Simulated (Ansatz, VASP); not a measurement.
# Cross-check of SnH5CN2Cl3 between VASP and Ansatz, part 2 of 2

Aim: how closely do two programs agree when they are given the same cell, functional and k mesh? The cell is taken from a series of runs on this material, whose earlier steps may have relaxed, scaled, displaced or heated it; both programs get it as it stands.

VASP 6.6.1 and Ansatz 0.2.0.

So far: Starting point; VASP: G0W0 gap, PBE0 form with 50 % exact exchange with an exact-exchange share of 0.5.

## Step 3: Ansatz: G0W0 gap, PBE0 form with 50 % exact exchange with an exact-exchange share of 0.5

Level of this step: Ansatz beside VASP: G0W0 on Kohn-Sham DFT, plane waves, PBE0 form with 50 % exact exchange (Ansatz).

Ansatz runs on its PAW soft_1 files.

The same cell, functional and mesh now go to Ansatz, which takes its cutoff from its data sets.

File input.yaml:

```yaml
crystal:
  lattice:
    - [6.040487, 0.0, 0.0]
    - [0.0, 3.859191, 4.153885]
    - [0.0, -3.859191, 4.153885]
  atoms:
    - { symbol: Sn, position: [0.5, 0.372251, 0.372251] }
    - { symbol: H, position: [0.205496, 0.725508, 0.725508] }
    - { symbol: H, position: [0.794504, 0.725508, 0.725508] }
    - { symbol: H, position: [0.329683, 0.916176, 0.916176] }
    - { symbol: H, position: [0.670317, 0.916176, 0.916176] }
    - { symbol: H, position: [0.0, 0.053322, 0.053322] }
    - { symbol: C, position: [0.0, 0.921717, 0.921717] }
    - { symbol: "N", position: [0.191086, 0.847581, 0.847581] }
    - { symbol: "N", position: [0.808914, 0.847581, 0.847581] }
    - { symbol: Cl, position: [0.5, 0.855812, 0.351215] }
    - { symbol: Cl, position: [0.5, 0.351215, 0.855812] }
    - { symbol: Cl, position: [0.0, 0.393951, 0.393951] }
kpoints:
  mp_grid: { grid: [2, 2, 2] }
hamiltonian:
  xc: { exchange: pbe, correlation: pbe, exx: { coeff: 0.5 } }
  pseudopotentials: { kind: paw, azcp: { folder: soft_1 } }
scf:
  occupations: { method: fixed }
gw:
  n_empty_bands: 807
  ecut_chi: 150.0
  qp_bands: [v4, c4]
  qp_kpoints: band_edges
  screening: { model: contour_deformation }
```

On the command line:

```bash
$ ansatz run input.yaml --threads 2 --pin off --max-ram 92160MiB --backend cuda --events-out ev --progress --plain --runs-dir out --devices 1 --max-vram 13GiB
```

Numbers of over 12 decimals in the logs are rounded to 6 here.

What it wrote:

```text
GPUs: using 1 of 1 available (devices: 1).
Engine: ansatz 0.2.0, x86_64-unknown-linux-gnu
Pseudopotentials: kind: paw
Pseudopotential: Sn, paw, valence charge 14, recommended cutoff 420 eV (normal), soft_1/Sn.paw.azcp
Pseudopotential: H, paw, valence charge 1, recommended cutoff 420 eV (normal), soft_1/H.paw.azcp
Pseudopotential: C, paw, valence charge 4, recommended cutoff 420 eV (normal), soft_1/C.paw.azcp
Pseudopotential: N, paw, valence charge 5, recommended cutoff 420 eV (normal), soft_1/N.paw.azcp
Pseudopotential: Cl, paw, valence charge 7, recommended cutoff 420 eV (normal), soft_1/Cl.paw.azcp
Functional definition: unnamed
  parameter a_1 = 0.5
  exchange = (1 - a_1)*pbe_x + a_1*exact_x
  correlation = pbe_c
davidson cushion auto → on  (no smearing: the cushion is to keep the highest requested band from converging to the state above it; pin scf.eigensolver.cushion to override)
device memory: the entry about to start is reckoned to put 1.7 GiB on a device that reports 38.8 GiB free (of which the cap on the GPU budget leaves the run 13.0 GiB)
GPU FFT provider: cuFFT
GPU libraries: cuBLAS 13.8.2, cuFFT 12.4.0, cuSOLVER 12.3.4
Crystal: 12 atoms, lattice volume = 193.666 Å³
Basis set: ecut = 420 eV, 3785 PW (Γ)
Bands: 39, of which v1, the nominal top of the filled ones, is band 27 counted from 1 (26 counted from 0)
Symmetry: 4 space group operations
Space group: Amm2 (ITA 38), of the structure as read, at distance tolerance 5.8e-5 Å
k-points: 6 of 8
Non-local potential: Sn, projectors of the file, l = 0: 2, l = 1: 2, l = 2: 2, l = 3: 1
Non-local potential: H, projectors of the file, l = 0: 2, l = 1: 1
Non-local potential: C, projectors of the file, l = 0: 2, l = 1: 2, l = 2: 1
Non-local potential: N, projectors of the file, l = 0: 2, l = 1: 2, l = 2: 1
Non-local potential: Cl, projectors of the file, l = 0: 2, l = 1: 2, l = 2: 1
PAW form: soft (Blöchl's): semilocal exchange-correlation on the pseudo side does not see the compensation charge
PAW frozen core: Sn, regenerated for the run's functional, and the local potential with it (the file was generated under x = pbe(κ = 0.804, μ = 0.219515), c = pbe(β = 0.066725))
PAW frozen core: C, regenerated for the run's functional, and the local potential with it (the file was generated under x = pbe(κ = 0.804, μ = 0.219515), c = pbe(β = 0.066725))
PAW frozen core: N, regenerated for the run's functional, and the local potential with it (the file was generated under x = pbe(κ = 0.804, μ = 0.219515), c = pbe(β = 0.066725))
PAW frozen core: Cl, regenerated for the run's functional, and the local potential with it (the file was generated under x = pbe(κ = 0.804, μ = 0.219515), c = pbe(β = 0.066725))
PAW one-centre angular grid: Sn, 590 points (default); XC on 64 Gauss nodes
PAW one-centre angular grid: H, 110 points (default); XC on 64 Gauss nodes
PAW one-centre angular grid: C, 110 points (default); XC on 64 Gauss nodes
PAW one-centre angular grid: N, 110 points (default); XC on 64 Gauss nodes
PAW one-centre angular grid: Cl, 110 points (default); XC on 64 Gauss nodes
Initial density: superposition of atomic densities (chi_scale 0.1, normalization cell), built separately for each of the 2 bonded fragments (scf.initial_density.interfragment_charge_transfer: auto; true builds it for the cell as a whole; a typed value also counts as a typed key of the start: scf.initial_density.chi_scale says what that changes, if anything)
Initial wavefunctions: pseudopotential atomic-orbital guess
GPU buffer pool allocated for 72000 grid points (all kernels)
GPU transforms: local potential and band sums: pruned to the plane-wave sphere, on 45×40×40
Functional: x = pbe(κ = 0.804, μ = 0.219515), c = pbe(β = 0.066725), warm-up for x = 0.5 pbe(κ = 0.804, μ = 0.219515) + 0.5 exact, c = pbe(β = 0.066725)
SCF iter   1: F=—  HF=-10369.597531 eV  |F-HF|=—  |Δ(HF+E_count)|=         —  Δρ=7.27e-2  dr2=8.73e0  ethr=1.00e-1  ⟨swp⟩=7.2  Hψ=796  notcnv=0
preconditioner: auto → none  [insulator: Δε(μ)=1.103 eV  Ē_g=12.336 eV  n_scr=28 (ndim 8)  ℏωp=16.9 eV  f_vac=0.051]
SCF iter   2: F=—  HF=-10367.135119 eV  |F-HF|=—  |Δ(HF+E_count)|=    2.46e0  Δρ=3.28e-2  dr2=1.09e0  ethr=1.62e-2  ⟨swp⟩=3.7  Hψ=633  notcnv=0  defer=1
SCF iter   3: F=—  HF=-10366.985126 eV  |F-HF|=—  |Δ(HF+E_count)|=   1.50e-1  Δρ=1.38e-2  dr2=2.20e-1  ethr=2.02e-3  ⟨swp⟩=3.7  Hψ=644  notcnv=0
iter 4 solved again at ethr=3.98e-5 eV; its pass at ethr=4.07e-4 eV (dr2=2.15e-2 eV) is discarded
SCF iter   4: F=—  HF=-10366.962290 eV  |F-HF|=—  |Δ(HF+E_count)|=   2.28e-2  Δρ=3.75e-3  dr2=2.19e-2  ethr=3.98e-5  ⟨swp⟩=3.5  Hψ=1172  notcnv=0  defer=2
SCF iter   5: F=—  HF=-10366.959232 eV  |F-HF|=—  |Δ(HF+E_count)|=   3.06e-3  Δρ=7.63e-4  dr2=1.01e-3  ethr=3.98e-5  ⟨swp⟩=3.5  Hψ=614  notcnv=0
[...]
SCF iter   3: F=—  HF=-10379.351988 eV  |F-HF|=—  |Δ(HF+E_count)|=   7.42e-7  Δρ=5.30e-5  dr2=6.55e-6  ethr=1.92e-8  ⟨swp⟩=4.2  Hψ=762  notcnv=0
SCF iter   4: F=—  HF=-10379.351986 eV  |F-HF|=—  |Δ(HF+E_count)|=   1.99e-6  Δρ=2.41e-5  dr2=1.12e-6  ethr=9.72e-9  ⟨swp⟩=3.7  Hψ=546  notcnv=0
iter 5 solved again at ethr=1.35e-10 eV; its pass at ethr=1.87e-9 eV (dr2=7.27e-8 eV) is discarded
[...]
NSCF: frozen V_eff on 6 k-points
Exchange-term sweep: 0 of 6 (spin, k) points
Exchange-term sweep: 1 of 6 (spin, k) points
Exchange-term sweep: 2 of 6 (spin, k) points
Exchange-term sweep: 3 of 6 (spin, k) points
Exchange-term sweep: 4 of 6 (spin, k) points
Exchange-term sweep: 5 of 6 (spin, k) points
Exchange-term sweep: 6 of 6 (spin, k) points
G₀W₀ screening: q 1/6
[... further progress lines ...]
device memory: the entry about to start is reckoned to put 0.7 GiB on a device that reports 39.1 GiB free (of which the cap on the GPU budget leaves the run 13.0 GiB)
NSCF: frozen V_eff on 1 k-points
device memory: the entry about to start is reckoned to put 0.7 GiB on a device that reports 40.6 GiB free (of which the cap on the GPU budget leaves the run 13.0 GiB)
NSCF: frozen V_eff on 1 k-points
hybrid SCF converged: 2 outer / 11 inner (+6 warm-up), last move |dexx| = 3.72e-5 eV, tail = 9.38e-7 eV
Stability not checked: this state was not tested for a lower state beside it, because the functional holds exact exchange (a hybrid, or Hartree-Fock), whose exchange loop this test does not read (fock_operator; see scf.lower_state_search)
Free energy (F): -10379.351988 eV
Frozen-core exchange: fock
Harris-Foulkes:  -10379.351988 eV  (|F-HF|=6.53e-8)
Internal energy: -10379.351988 eV  (E = F + TS)
E sigma→0 (E₀):  -10379.351988 eV
Fermi energy:    1.040847 eV
--- Per-component energies (eV) ---
  E_band       = -630.525866
  E_kinetic    = 1037.584113
  E_local      = -3350.954471  (includes V_loc(G=0)·N_el)
  E_nonlocal   = 327.679345
  E_hartree    = 1323.005267
  E_xc         = -355.212226
  E_vxc        = -376.093955  (∫ρ·V_xc dr)
  E_exx        = -300.045227  (= α·E_x^exact, valence–valence)
  E_paw        = -6717.842181  (= ΣΔE_a)
  E_vpaw       = -314.661696  (= ΣTr[D̂ρ^β])
  E_aug_tail   = -0.002592  (compensation charges beyond the density's cutoff)
  E_ewald      = -2343.365099
  E_core_change = -0.198916  (= ΣΔE_core)
  E_smearing   = -0.000000  (= −TS)
  E_closure    = -0.000000  (closes the sum)
  Σ components = -10379.351988   (vs F -10379.351988, Δ=0.00e0)
--- Band table (eV; the first three rows and the last of 6) ---
  k-point 0: bands = [... 23 lower, -2.6452, -2.3363, -2.1235, -1.9494, 7.4365, 8.1342, 8.7929, 9.3378, ... 4 higher]
  k-point 1: bands = [... 23 lower, -2.2243, -2.2235, -2.0395, -1.0402, 6.4041, 7.5476, 8.2766, 9.0577, ... 4 higher]
  k-point 2: bands = [... 23 lower, -2.3315, -2.0930, -2.0873, 0.2379, 5.8424, 5.8675, 7.7331, 7.7380, ... 4 higher]
  k-point 5: bands = [... 23 lower, -2.4258, -1.9841, -1.8351, 1.0408, 5.2358, 5.6215, 5.7015, 7.8575, ... 4 higher]
  guard bands above this table: 4 of the run's 39 bands. The solve was not asked for them (output.publish_guard_bands: true or output.eigenvalues: true publishes all)
--- G₀W₀: contour deformation, 6 samples at zero and on the imaginary axis and 1 off it, 8 q-points, 807 empty bands' worth ---
  eigenvalues of the whole cell's RPA ε∞ on this k-mesh (on a slab, of 1 + 4πα/V) = 3.1323, 3.1650, 3.4188; static W/v taken at q = 0 is 0.308667
  gw.qp_kpoints: band_edges: 6 of 6 stored k-points solved, in 1 pass; an edge of the gap read off the rows below is read off those points alone
    ik  band        ε_KS         Σx   Σc(E_QP)       V_xc       Z   E_QP_lin       E_QP  E_QP is
     0    24     -2.6452   -20.5605     2.1015   -18.9573  0.8131    -2.1495    -2.1470  root
     0    25     -2.3363   -20.5136     2.0720   -18.9499  0.8099    -1.8309    -1.8281  root
     0    26     -2.1235   -20.1759     2.0953   -18.5220  0.8108    -1.6843    -1.6821  root
     0    27     -1.9494   -20.4823     2.1507   -18.7818  0.8102    -1.5014    -1.4992  root
     0    28      7.4365    -7.2511    -3.3573   -10.5011  0.8478     7.3292     7.3291  root
     0    29      8.1342    -4.8737    -3.2442    -7.6678  0.8602     7.6858     7.6841  root
     0    30      8.7929    -8.4844    -3.5924   -11.6236  0.8245     8.3419     8.3396  root
     0    31      9.3378    -5.3010    -3.3371    -8.1426  0.8490     8.8446     8.8423  root
     1    24     -2.2243   -20.0573     2.1106   -18.3818  0.8110    -1.7914    -1.7892  root
     1    25     -2.2235   -21.0645     2.0885   -19.4983  0.8166    -1.7038    -1.7011  root
     1    26     -2.0395   -20.3036     2.1461   -18.6002  0.8102    -1.5989    -1.5967  root
     1    27     -1.0402   -19.5948     1.1598   -18.7083  0.8258    -0.7676    -0.7670  root
     1    28      6.4041    -7.7258    -3.3593   -10.7258  0.8430     6.0460     6.0448  root
     1    29      7.5476    -7.7903    -3.4508   -11.1910  0.8446     7.4975     7.4974  root
     1    30      8.2766    -8.1624    -3.4706   -11.2045  0.8300     7.8501     7.8482  root
     1    31      9.0577    -8.1381    -3.5489   -11.2635  0.8313     8.6361     8.6343  root
     2    24     -2.3315   -19.8152     2.1106   -18.1395  0.8106    -1.8987    -1.8966  root
     2    25     -2.0930   -20.1744     2.1460   -18.4698  0.8103    -1.6537    -1.6515  root
     2    26     -2.0873   -21.4643     2.0780   -19.9265  0.8205    -1.5499    -1.5471  root
     2    27      0.2379   -19.4882     0.8177   -18.8583  0.8312     0.4254     0.4258  root
     2    28      5.8424    -7.3462    -3.2994   -10.2970  0.8464     5.4949     5.4939  root
     2    29      5.8675    -6.9892    -3.2865    -9.9128  0.8470     5.5058     5.5046  root
     2    30      7.7331    -7.8429    -3.3419   -10.7811  0.8354     7.3309     7.3293  root
     2    31      7.7380    -8.2468    -3.5509   -11.7836  0.8412     7.7240     7.7240  root
[...]
5    24     -2.4258   -20.8585     2.1153   -19.2390  0.8136    -1.9325    -1.9300  root
     5    25     -1.9841   -20.5366     2.0984   -18.8931  0.8119    -1.5315    -1.5293  root
     5    26     -1.8351   -20.6939     2.1340   -19.0145  0.8113    -1.3828    -1.3805  root
     5    27      1.0408   -19.4709     0.6373   -18.9751  0.8337     1.1822     1.1824  root
     5    28      5.2358    -6.3969    -3.1649    -9.1894  0.8500     4.8645     4.8634  root
     5    29      5.6215    -7.0817    -3.2800   -10.0078  0.8481     5.2687     5.2676  root
     5    30      5.7015    -6.8464    -3.2567    -9.7358  0.8479     5.3353     5.3342  root
     5    31      7.8575    -8.4063    -3.5745   -11.9989  0.8403     7.8756     7.8756  root
```

The column dr2 measures how far the density is from self-consistency, as an energy; F and HF (Harris–Foulkes) agree once it is small.

## Step 4: Differences

Known differences besides the potentials themselves: exact exchange at q = 0 is treated differently, which shows on coarse meshes; VASP keeps PBE cores, Ansatz makes them for the functional; fixed occupations in Ansatz, narrow Gaussian smearing in VASP; the cutoff is 420 eV in Ansatz and 450 eV in VASP; Ansatz integrates over frequency by contour deformation, VASP on a grid of NOMEGA points; Ansatz's G0W0 levels solve the quasiparticle equation, VASP's are linearised. Total energies have different zeros and are not compared.

Compared:

```tsv
quantity	Ansatz	VASP	difference
G0W0 gap on the mesh (eV)	3.68	3.94	-0.26
Kohn-Sham gap under it (eV)	4.19	4.32	-0.12
```

## Step 5: What came out

| Item | Value |
| --- | --- |
| difference in G0W0 gap on the mesh (G0W0 gap, PBE0 form with 50 % exact exchange with an exact-exchange share of 0.5) | -0.26 eV |

In words: The difference in G0W0 gap on the mesh is -0.26 eV (G0W0 gap, PBE0 form with 50 % exact exchange with an exact-exchange share of 0.5). What causes the difference of the G0W0 gap, PBE0 form with 50 % exact exchange with an exact-exchange share of 0.5 pair stays open here. Such differences can come from data sets, numerical settings and the points named under the comparisons, not from the functional's error against experiment.

[Lines on the potential files, build, host, timing and source positions are cut from VASP's logs without a mark.]

[Logs are printed without paths, hosts, clocks, repeated set-up lines and the standing remarks that a program may print on its own settings, such as how far it seeks lower states.]

[Hosts, paths, dates, database ids (printed as entryN), source tags and the programs' standing remarks are cut or masked in the printed files.]
